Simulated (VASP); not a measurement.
Consider the following.

```
CELL_PARAMETERS angstrom
      0.00000     1.97346     1.97346
      1.97346     0.00000     1.97346
      1.97346     1.97346     0.00000
ATOMIC_POSITIONS crystal
  Si 0.00000 0.00000 0.00000
  C  0.50000 0.50000 0.50000
```

Calculation: PBEsol GGA, VASP's PBE PAW potentials (set 64) (plane waves; VASP). Settings: 620 eV cut-off, 16×16×16 Γ-centred mesh, first-order Methfessel-Paxton smearing of 0.10 eV, potentials Si C.

### Question
What does the run give for the energy per atom (σ→0), pressure, band gap (on the k-mesh) with the smallest direct gap where there is one?

### Answer

| Property | Result |
|---|---|
| band gap (on the k-mesh) | none (metal, semimetal or under 0.01 eV) |
| energy per atom (σ→0) | -7270 meV/atom |
| pressure | 200.2 kbar |

The structure was generated: SiC was put into the rock salt type (Fm-3m), which need not be its known phase. It was relaxed first under an external pressure of 20 GPa.
